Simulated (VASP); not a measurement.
Set up this calculation in VASP 6.6.1, as the native input.

* Task: relaxation of cell and atoms
* Functional: r2SCAN
* Potentials or basis: VASP PAW PBE potentials, release 64 (Hf_pv, Pd, Se, Br, O)
* Cutoff: 600 eV
* k mesh: 5 × 5 × 4
* Occupations: fermi-dirac, width 0.05 eV
* Spin: no spin polarisation
* Further INCAR settings: ALGO = Normal; EDIFF = 1e-07; IBRION = 2; EDIFFG = -0.01; NSW = 60; ISIF = 3

The structure of Hf2Pd2Se2Br2O3 lies in POSCAR:

```
Hf2Pd2Se2Br2O3
1.0
    5.7606900000      0.0049600000     -0.0028600000
   -0.5275000000      5.8466400000      0.0341300000
   -1.4843500000     -0.9264200000      6.6458600000
Hf Pd Se Br O
2 2 2 2 3
Direct
    0.7454000000      0.3960200000      0.3498900000
    0.2876300000      0.4532200000      0.5940100000
    0.9085400000      0.1329400000      0.8484900000
    0.2524900000      0.9032300000      0.3587400000
    0.6346900000      0.4035500000      0.9371600000
    0.6259700000      0.7817400000      0.5302300000
    0.8527300000      0.9908900000      0.1535500000
    0.2252600000      0.8208400000      0.8622300000
    0.9604000000      0.2892500000      0.5902600000
    0.4323300000      0.2452400000      0.4086400000
    0.0745700000      0.5830800000      0.3668200000
```

The cell was built by a generator and needn't be a form met in nature.

The input as run:

INCAR

```
ALGO = Normal
EDIFF = 1E-7
EDIFFG = -0.01
ENCUT = 600
IBRION = 2
ISIF = 3
ISMEAR = -1
KPAR = 4
LASPH = True
LCHARG = False
LMIXTAU = True
LREAL = False
LWAVE = False
METAGGA = R2SCAN
NELM = 80
NSW = 60
PREC = Accurate
SIGMA = 0.05
```

KPOINTS

```
k-points
0
Gamma
  5 5 4
```

Potentials or basis: VASP PAW PBE potentials, release 64 (Hf_pv, Pd, Se, Br, O).

Run with:

```sh
$ cat potpaw_PBE.64/Hf_pv/POTCAR potpaw_PBE.64/Pd/POTCAR potpaw_PBE.64/Se/POTCAR potpaw_PBE.64/Br/POTCAR potpaw_PBE.64/O/POTCAR > POTCAR
$ mpirun -np 4 vasp_std > vasp.out
```

Results of the run:

```yaml
Relaxed_volume: 19.77 Å³/atom
Relaxed_cell: a = 5.684 Å, b = 5.844 Å, c = 6.801 Å, α = 96.50°, β = 102.45°, γ = 95.47°
Space_group_after_relaxing_to_0.05_Å: P1 (No. 1)
Energy_gained_by_relaxing: 6.2 meV/atom
Ionic_steps: 21
Pressure_after_relaxing: 0.0 GPa
Largest_force_after_relaxing: 0.008 eV/Å
Band_gap_on_the_k_mesh: 0.40 eV, indirect (least direct gap 0.69 eV)
```

Caveat: the PAW data sets were made with another functional, which shifts forces and pressure a little; spin-orbit coupling is left out, which moves the levels of the heavy elements; an odd mesh through Γ misses points on the zone boundary, where band edges often lie.

Wall time 74 min on 4 MPI ranks on Intel(R) Xeon(R) 6975P-C (Granite Rapids), with other jobs on the host, peak memory 0.92 GiB a rank.
